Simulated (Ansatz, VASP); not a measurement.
# Ba2SeO: VASP beside Ansatz

Aim: how closely do two programs agree when they are given the same cell, functional and k mesh? The cell is invented: As first built, before any earlier steps moved the atoms (in the runner's words): it takes the MgSe structure with some of its atoms replaced by other elements, volume scaled by an estimate. It may not be a known or stable phase. The cell is taken from a series of VASP runs on this material, whose earlier steps may have relaxed, scaled or displaced it; both programs get it as it stands. Other levels of theory on this material are compared in a session of their own.

Calculated with Ansatz 0.2.0; plane waves, with VASP 6.6.1 beside it; dielectric response at PBE.

## Step 1: Starting point

The structure is monoclinic, space group Pm (No. 6). Conventional cell: a = 4.740 Å, b = 4.439 Å, c = 6.539 Å, α = 90.00°, β = 90.64°, γ = 90.00°. Nearest to Ba lie 1 O at 2.48 Å and 4 Se at 3.26 to 3.29 Å. Nearest to Ba lie 2 O at 2.57 Å and 2 Se at 3.28 to 3.38 Å. Nearest to Se lie 6 Ba at 3.26 to 3.38 Å. Nearest to O lie 3 Ba at 2.48 to 2.57 Å. As first built, before any earlier steps moved the atoms (in the runner's words): sites of the MgSe structure (space group 225) filled with other elements, volume scaled by an estimate. Farther neighbours and most contacts between anions are not listed.

As a file:

```
Ba Se O
1.0
     4.74048    0.00000    0.00000
     0.00000    4.43896    0.00000
    -0.07354    0.00000    6.53831
Ba Se O
2 1 1
Direct
  0.49968 0.50000 0.43705
  0.12624 0.00000 0.99485
  0.99636 0.00000 0.50173
  0.38251 0.50000 0.06705
```

## Step 2: VASP: dielectric response, PBE

The response to a field tests empty states and converges slowly with the mesh.

Lines of VASP's logs that name or quote its potential files are left out, and so is its time.

INCAR reads:

```
SYSTEM = Ba2SeO
PREC = Accurate
ENCUT = 520
EDIFF = 1E-08
NELM = 100
ISMEAR = 0
SIGMA = 0.01
LREAL = .FALSE.
ALGO = Normal
GGA = PE
NBANDS = 22
LORBIT = 11
LWAVE = .FALSE.
LCHARG = .FALSE.
KPAR = 2
LEPSILON = .TRUE.
```

POSCAR reads:

```
Ba2SeO
1.0
    4.7404832200      0.0000000000      0.0000000000
    0.0000000000      4.4389628300      0.0000000000
   -0.0735353900      0.0000000000      6.5383073500
Ba Se O
2 1 1
Direct
    0.4996762360      0.5000000000      0.4370531020
    0.1262429400      0.0000000000      0.9948535090
    0.9963588130      0.0000000000      0.5017322050
    0.3825050120      0.5000000000      0.0670541840
```

KPOINTS reads:

```
Automatic mesh
0
Gamma
5 5 4
0 0 0
```

The projector-augmented-wave data sets are Ba_sv, Se and O (PBE family, release 64).

Launch:

```sh
mpirun -np 2 vasp_std
```

Numbers of over 12 decimals in the logs are rounded to 6 here.

What it wrote:

```text
[banner, memory and clock lines left out]
running    2 mpi-ranks, on    1 nodes
 distrk:  each k-point on    1 cores,    2 groups
 distr:  one band on    1 cores,    1 groups

 POSCAR found type information on POSCAR BaSeO
 POSCAR found :  3 types and       4 ions
 LDA part: xc-table for (Slater+PW92), standard interpolation
 POSCAR, INCAR and KPOINTS ok, starting setup
 FFT: planning ... GRIDC
 FFT: planning ... GRID_SOFT
 FFT: planning ... GRID
 WAVECAR not read
 entering main loop
       N       E                     dE             d eps       ncg     rms          rms(c)
DAV:   1     0.221501614559E+03    0.22150E+03   -0.13786E+04  1452   0.124E+03
DAV:   2    -0.723884687159E+01   -0.22874E+03   -0.21713E+03  2026   0.243E+02
DAV:   3    -0.244903360978E+02   -0.17251E+02   -0.17120E+02  1970   0.732E+01
DAV:   4    -0.250094431473E+02   -0.51911E+00   -0.51849E+00  2314   0.111E+01
DAV:   5    -0.250153603490E+02   -0.59172E-02   -0.59162E-02  1814   0.118E+00    0.117E+01
DAV:   6    -0.210280256797E+02    0.39873E+01   -0.22343E+01  1712   0.217E+01    0.743E+00
DAV:   7    -0.207770620403E+02    0.25096E+00   -0.24438E+00  1836   0.895E+00    0.309E+00
DAV:   8    -0.207178400640E+02    0.59222E-01   -0.31253E-01  1794   0.375E+00    0.814E-01
DAV:   9    -0.207353143964E+02   -0.17474E-01   -0.40313E-02  2050   0.117E+00    0.279E-01
DAV:  10    -0.207413482599E+02   -0.60339E-02   -0.79387E-03  1976   0.575E-01    0.177E-01
DAV:  11    -0.207425793626E+02   -0.12311E-02   -0.51573E-03  1960   0.379E-01    0.812E-02
DAV:  12    -0.207428005537E+02   -0.22119E-03   -0.87832E-04  1888   0.199E-01    0.232E-02
DAV:  13    -0.207428187690E+02   -0.18215E-04   -0.14971E-04  1848   0.671E-02    0.175E-02
DAV:  14    -0.207428274694E+02   -0.87004E-05   -0.12152E-04  1842   0.588E-02    0.173E-02
DAV:  15    -0.207428218947E+02    0.55747E-05   -0.30157E-05  1868   0.326E-02    0.274E-03
DAV:  16    -0.207428222107E+02   -0.31599E-06   -0.33109E-06  1828   0.856E-03    0.134E-03
DAV:  17    -0.207428221930E+02    0.17728E-07   -0.23345E-07  1872   0.310E-03    0.650E-04
DAV:  18    -0.207428222184E+02   -0.25409E-07   -0.45613E-08  1788   0.119E-03    0.369E-04
DAV:  19    -0.207428222219E+02   -0.34870E-08   -0.13554E-08  1558   0.596E-04
   1 F= -.20742822E+02 E0= -.20742822E+02  d E =-.470703E-65
 Linear response reoptimize wavefunctions to high precision
DAV:   1    -0.207428222279E+02   -0.60231E-08   -0.29052E-09  1456   0.389E-04
DAV:   2    -0.207428222280E+02   -0.13733E-09   -0.55372E-10  1266   0.124E-04
DAV:   3    -0.207428222281E+02   -0.63665E-10   -0.99338E-11  1200   0.454E-05
 Linear response G [H, r] |phi>, progress :
  Direction:   1
       N       E                     dE             d eps       ncg     rms
RMM:   1    -0.111748103501E+03   -0.11175E+03    0.71742E+02  3112   0.111E+02
RMM:   2    -0.120887263159E+03   -0.91392E+01   -0.30925E+01  2871   0.208E+01
RMM:   3    -0.121807194157E+03   -0.91993E+00   -0.37657E+00  3381   0.594E+00
RMM:   4    -0.121899272824E+03   -0.92079E-01   -0.29612E-01  3473   0.153E+00
RMM:   5    -0.121908508903E+03   -0.92361E-02   -0.35858E-02  3484   0.485E-01
RMM:   6    -0.121909979724E+03   -0.14708E-02   -0.61661E-03  3602   0.165E-01
RMM:   7    -0.121910236575E+03   -0.25685E-03   -0.65372E-03  3661   0.647E-02
RMM:   8    -0.121910274373E+03   -0.37798E-04    0.11609E-03  3695   0.207E-02
RMM:   9    -0.121910283046E+03   -0.86734E-05   -0.10247E-03  3701   0.893E-03
RMM:  10    -0.121910285138E+03   -0.20914E-05   -0.34121E-04  3604   0.498E-03
RMM:  11    -0.121910285462E+03   -0.32459E-06   -0.42909E-04  3411   0.378E-03
RMM:  12    -0.121910285409E+03    0.53299E-07   -0.34943E-04  2978   0.338E-03
RMM:  13    -0.121910285491E+03   -0.81541E-07   -0.34817E-04  2687   0.326E-03
RMM:  14    -0.121910285558E+03   -0.66927E-07   -0.31283E-04  2499   0.322E-03
RMM:  15    -0.121910285597E+03   -0.39418E-07   -0.33770E-04  2394   0.320E-03
 Linear response G [H, r] |phi>, progress :
  Direction:   2
       N       E                     dE             d eps       ncg     rms
RMM:   1    -0.112608537715E+03   -0.11261E+03    0.74307E+02  3166   0.113E+02
RMM:   2    -0.121450743842E+03   -0.88422E+01   -0.39128E+01  2802   0.227E+01
RMM:   3    -0.122442285027E+03   -0.99154E+00   -0.42474E+00  3193   0.609E+00
RMM:   4    -0.122539792654E+03   -0.97508E-01   -0.32621E-01  3321   0.158E+00
RMM:   5    -0.122550998330E+03   -0.11206E-01   -0.46482E-02  3331   0.507E-01
RMM:   6    -0.122552448957E+03   -0.14506E-02   -0.10687E-02  3454   0.168E-01
RMM:   7    -0.122552766158E+03   -0.31720E-03   -0.95781E-03  3513   0.650E-02
RMM:   8    -0.122552621890E+03    0.14427E-03   -0.25157E-05  3536   0.208E-02
RMM:   9    -0.122552626813E+03   -0.49229E-05   -0.14116E-03  3431   0.920E-03
RMM:  10    -0.122552608922E+03    0.17891E-04   -0.30949E-04  3366   0.505E-03
RMM:  11    -0.122552610271E+03   -0.13491E-05   -0.27787E-04  3230   0.385E-03
[...]
RMM:  13    -0.122413930968E+03   -0.19145E-06   -0.22381E-04  2793   0.409E-03
RMM:  14    -0.122413930771E+03    0.19740E-06   -0.20922E-04  2533   0.405E-03
RMM:  15    -0.122413930778E+03   -0.72132E-08   -0.19500E-04  2393   0.404E-03
 Linear response to external field (no local field effect), progress :
  Direction:   1
[...]
RMM:   2    -0.142222252682E+01   -0.61448E-01   -0.18150E-01  3439   0.114E+00
RMM:   3    -0.142902771516E+01   -0.68052E-02   -0.15100E-02  3563   0.314E-01
RMM:   4    -0.142976422137E+01   -0.73651E-03   -0.12192E-03  3534   0.885E-02
RMM:   5    -0.142983361864E+01   -0.69397E-04   -0.22130E-04  3535   0.313E-02
RMM:   6    -0.142984395151E+01   -0.10333E-04   -0.74470E-06  3541   0.108E-02
RMM:   7    -0.142984531276E+01   -0.13613E-05   -0.70459E-05  3557   0.481E-03
RMM:   8    -0.142984550976E+01   -0.19700E-06   -0.71524E-05  3457   0.144E-03
RMM:   9    -0.142984553265E+01   -0.22894E-07    0.57483E-06  3164   0.718E-04
RMM:  10    -0.142984553866E+01   -0.60134E-08   -0.26020E-06  2715   0.453E-04
RMM:  11    -0.142984554096E+01   -0.22955E-08    0.68848E-07  2264   0.381E-04
RMM:  12    -0.142984554268E+01   -0.17196E-08    0.54760E-07  1922   0.362E-04
RMM:  13    -0.142984554484E+01   -0.21615E-08    0.34444E-07  1759   0.358E-04
RMM:  14    -0.142984554501E+01   -0.17016E-09    0.47793E-07  1704   0.358E-04
 change of polarisation eV/A/(eV/A) component  3 :     0.129    -0.019     2.860
 dielectric tensor                  component  3 :     0.169    -0.025     4.761
 Linear response to external field, progress :
  Direction:   1
       N       E                     dE             d eps       ncg     rms          rms(c)
RMM:   1    -0.134696002876E+01   -0.13470E+01   -0.57009E+00  3131   0.438E+00
RMM:   2    -0.140477031378E+01   -0.57810E-01   -0.18388E-01  3436   0.115E+00    0.180E+00
RMM:   3    -0.129614967187E+01    0.10862E+00   -0.19490E-01  2651   0.177E+00    0.954E-01
RMM:   4    -0.134979521434E+01   -0.53646E-01   -0.20850E-01  2635   0.180E+00    0.322E-01
RMM:   5    -0.137835251457E+01   -0.28557E-01   -0.12346E-02  3064   0.457E-01    0.162E-01
RMM:   6    -0.140032346956E+01   -0.21971E-01   -0.36686E-03  2907   0.267E-01    0.419E-02
RMM:   7    -0.140477883456E+01   -0.44554E-02   -0.79427E-04  3195   0.858E-02    0.229E-02
RMM:   8    -0.140775080673E+01   -0.29720E-02   -0.28530E-04  3009   0.490E-02    0.699E-03
RMM:   9    -0.140770596041E+01    0.44846E-04   -0.95453E-05  3380   0.177E-02    0.323E-03
RMM:  10    -0.140809647880E+01   -0.39052E-03   -0.67779E-05  3195   0.813E-03    0.894E-04
RMM:  11    -0.140809841731E+01   -0.19385E-05   -0.11686E-05  3545   0.325E-03    0.511E-04
RMM:  12    -0.140810688659E+01   -0.84693E-05   -0.11345E-05  3349   0.132E-03    0.137E-04
RMM:  13    -0.140810920626E+01   -0.23197E-05   -0.35881E-06  3587   0.623E-04    0.880E-05
RMM:  14    -0.140810796215E+01    0.12441E-05   -0.27398E-06  3072   0.392E-04    0.144E-05
RMM:  15    -0.140810777858E+01    0.18357E-06   -0.14385E-06  2563   0.280E-04    0.780E-06
 change of polarisation eV/A/(eV/A) component  1 :     2.501    -0.221     0.123
 dielectric tensor                  component  1 :     4.290    -0.290     0.161
 Linear response to external field, progress :
  Direction:   2
       N       E                     dE             d eps       ncg     rms          rms(c)
RMM:   1    -0.138581610476E+01   -0.13858E+01   -0.59358E+00  4778   0.448E+00
RMM:   2    -0.144062941351E+01   -0.54813E-01   -0.18032E-01  5136   0.112E+00    0.176E+00
RMM:   3    -0.136471183870E+01    0.75918E-01   -0.13886E-01  4048   0.160E+00    0.965E-01
RMM:   4    -0.142580453362E+01   -0.61093E-01   -0.14932E-01  4066   0.166E+00    0.290E-01
RMM:   5    -0.146776843602E+01   -0.41964E-01   -0.96958E-03  4572   0.451E-01    0.440E-02
RMM:   6    -0.147622696371E+01   -0.84585E-02   -0.13574E-03  5232   0.133E-01    0.223E-02
RMM:   7    -0.147826667536E+01   -0.20397E-02   -0.18343E-04  4961   0.448E-02    0.105E-02
RMM:   8    -0.147906744306E+01   -0.80077E-03   -0.93074E-05  4753   0.238E-02    0.369E-03
RMM:   9    -0.147908401301E+01   -0.16570E-04   -0.27370E-05  5576   0.824E-03    0.191E-03
RMM:  10    -0.147922572406E+01   -0.14171E-03   -0.21195E-05  4956   0.402E-03    0.481E-04
RMM:  11    -0.147923161202E+01   -0.58880E-05   -0.32672E-06  5489   0.157E-03    0.189E-04
RMM:  12    -0.147920730833E+01    0.24304E-04   -0.37738E-06  5257   0.706E-04    0.944E-05
RMM:  13    -0.147920828874E+01   -0.98041E-06   -0.64140E-07  4934   0.440E-04    0.284E-05
RMM:  14    -0.147920739653E+01    0.89221E-06    0.91103E-08  4234   0.307E-04    0.150E-05
RMM:  15    -0.147920777971E+01   -0.38319E-06    0.25951E-07  3286   0.277E-04    0.450E-06
 change of polarisation eV/A/(eV/A) component  2 :    -0.000     2.655    -0.001
 dielectric tensor                  component  2 :    -0.000     4.492    -0.001
 Linear response to external field, progress :
  Direction:   3
       N       E                     dE             d eps       ncg     rms          rms(c)
RMM:   1    -0.136077434074E+01   -0.13608E+01   -0.57443E+00  3114   0.450E+00
RMM:   2    -0.142222252674E+01   -0.61448E-01   -0.18150E-01  3439   0.114E+00    0.185E+00
RMM:   3    -0.128030662501E+01    0.14192E+00   -0.26483E-01  2701   0.202E+00    0.101E+00
RMM:   4    -0.129986051571E+01   -0.19554E-01   -0.16352E-01  2715   0.172E+00    0.480E-01
RMM:   5    -0.133153014642E+01   -0.31670E-01   -0.23496E-02  2913   0.632E-01    0.243E-01
RMM:   6    -0.136475779282E+01   -0.33228E-01   -0.67260E-03  2760   0.412E-01    0.611E-02
RMM:   7    -0.136927625170E+01   -0.45185E-02   -0.41020E-04  3198   0.115E-01    0.406E-02
RMM:   8    -0.137228885867E+01   -0.30126E-02   -0.41333E-05  2964   0.815E-02    0.146E-02
RMM:   9    -0.137333321407E+01   -0.10444E-02    0.14330E-04  3239   0.280E-02    0.630E-03
RMM:  10    -0.137369919561E+01   -0.36598E-03    0.54679E-05  2989   0.149E-02    0.167E-03
RMM:  11    -0.137364983655E+01    0.49359E-04    0.34103E-05  3562   0.523E-03    0.108E-03
RMM:  12    -0.137364250669E+01    0.73299E-05   -0.49991E-06  3079   0.269E-03    0.251E-04
RMM:  13    -0.137361842186E+01    0.24085E-04   -0.29860E-06  3575   0.107E-03    0.181E-04
RMM:  14    -0.137361656766E+01    0.18542E-05   -0.25564E-07  3242   0.635E-04    0.583E-05
RMM:  15    -0.137361883480E+01   -0.22671E-05   -0.18328E-07  3371   0.404E-04    0.444E-05
RMM:  16    -0.137361924663E+01   -0.41182E-06   -0.19980E-06  2738   0.335E-04    0.101E-05
RMM:  17    -0.137361985412E+01   -0.60749E-06   -0.15594E-06  2189   0.295E-04    0.468E-06
 change of polarisation eV/A/(eV/A) component  3 :     0.121    -0.017     2.450
 dielectric tensor                  component  3 :     0.159    -0.022     4.222
 Born effective charges drift removed
```

OUTCAR, selected parts (step 2):

```text
ion  position               nearest neighbor table
   1  0.500  0.500  0.437-   4 2.48   3 3.26   3 3.26   3 3.29   3 3.29   2 4.04   2 4.04   2 4.64
                             2 4.64   2 4.72   2 4.72
   2  0.126  0.000  0.995-   4 2.57   4 2.57   3 3.28   3 3.38   1 4.04   1 4.04   1 4.64   1 4.64
                             1 4.72   1 4.72
   3  0.996  0.000  0.502-   1 3.26   1 3.26   2 3.28   1 3.29   1 3.29   2 3.38
   4  0.383  0.500  0.067-   1 2.48   2 2.57   2 2.57

  LATTYP: Found a simple monoclinic cell.
 ALAT       =     4.7404832200
 B/A-ratio  =     0.9363945876
 C/A-ratio  =     1.3793363576
 COS(beta)  =    -0.0112461430

 Subroutine GETGRP returns: Found  2 space group operations
 (whereof  2 operations were pure point group operations)

The static configuration has the point symmetry C_1h.

 Found     33 irreducible k-points:

   k-points           NKPTS =     33   k-points in BZ     NKDIM =     33   number of bands    NBANDS=     22

   dimension x,y,z NGX =    36 NGY =   36 NGZ =   50
   dimension x,y,z NGXF=    72 NGYF=   72 NGZF=  100

   ENCUT  =  520.0 eV  38.22 Ry    6.18 a.u.   8.81  8.25 12.16*2*pi/ulx,y,z

   NELECT =      32.0000    total number of electrons

 k-points in reciprocal lattice and weights: Automatic mesh
   0.00000000  0.00000000  0.00000000       0.010
   0.20000000  0.00000000  0.00000000       0.020
   0.40000000  0.00000000 -0.00000000       0.020
   0.00000000  0.20000000  0.00000000       0.020
   0.20000000  0.20000000  0.00000000       0.040
   0.40000000  0.20000000 -0.00000000       0.040
   0.00000000  0.40000000  0.00000000       0.020
   0.20000000  0.40000000  0.00000000       0.040
   0.40000000  0.40000000 -0.00000000       0.040
[...]
0.20000000  0.40000000  0.50000000       0.040
   0.40000000  0.40000000  0.50000000       0.040

 average (electrostatic) potential at core
       1 -37.6275       2 -37.8326       3 -55.5718       4 -72.0724

  Total       -0.0125549     -0.0077969      0.0129760      0.0000000      0.0000000      0.0017249
  in kB       -0.1462028     -0.0907955      0.1511063      0.0000000      0.0000000      0.0200866
  external PRESSURE =      -0.0286307 kB  Pullay stress =       0.0000000 kB

  energy-cutoff  :      520.00
  volume of cell :      137.58
      direct lattice vectors                 reciprocal lattice vectors
     4.740483220  0.000000000  0.000000000     0.210948959  0.000000000  0.002372512
     0.000000000  4.438962830  0.000000000     0.000000000  0.225277849  0.000000000
    -0.073535390  0.000000000  6.538307350     0.000000000  0.000000000  0.152944783

 POSITION                                       TOTAL-FORCE (eV/Angst)
 -----------------------------------------------------------------------------------
      2.33657      2.21948      2.85759        -0.001457      0.000000     -0.000923
      0.52530      0.00000      6.50466        -0.007850      0.000000     -0.000808
      4.68633      0.00000      3.28048         0.005724      0.000000      0.001632
      1.80833      2.21948      0.43842         0.003582      0.000000      0.000100
 -----------------------------------------------------------------------------------
    total drift:                                0.000228      0.000000     -0.000027

 MACROSCOPIC STATIC DIELECTRIC TENSOR (including local field effects in DFT)
 ------------------------------------------------------
           4.289637     0.000000     0.159433
           0.000000     4.492086     0.000000
           0.161447     0.000000     4.222067
 ------------------------------------------------------

 PIEZOELECTRIC TENSOR (including local field effects)  for field in x, y, z        (C/m^2)
          XX          YY          ZZ          XY          YZ          ZX
  --------------------------------------------------------------------------------
  x    -0.02051    -0.17587     0.09791     0.00000     0.00000    -0.07133
  y     0.00000     0.00000     0.00000    -0.18243    -0.14542     0.00000
  z    -0.03174    -0.12442     0.27204     0.00000     0.00000     0.13695

 BORN EFFECTIVE CHARGES (including local field effects) (in |e|, cummulative output)
 ---------------------------------------------------------------------------------
 ion    1
    1     2.66302     0.00000     0.27866
    2     0.00000     2.30067     0.00000
    3     0.25197     0.00000     2.03837
 ion    2
    1     1.75152     0.00000     0.11992
    2     0.00000     2.94093     0.00000
    3     0.13909     0.00000     2.67797
 ion    3
    1    -2.64935     0.00000    -0.04892
    2     0.00000    -2.25334     0.00000
    3    -0.05168     0.00000    -2.13901
 ion    4
    1    -1.76519     0.00000    -0.34966
    2     0.00000    -2.98827     0.00000
    3    -0.33937     0.00000    -2.57733
```

The dielectric response converges more slowly with the mesh than energies do, so tensor and charges may still move on a finer one.

(Part 1 of 2 ends here.)

[Lines on the potential files, build, host, timing and source positions are cut from VASP's logs without a mark.]

[Logs are printed without paths, hosts, clocks, repeated set-up lines and the standing remarks that a program may print on its own settings, such as how far it seeks lower states.]

[Hosts, paths, dates, database ids (printed as entryN), source tags and the programs' standing remarks are cut or masked in the printed files.]
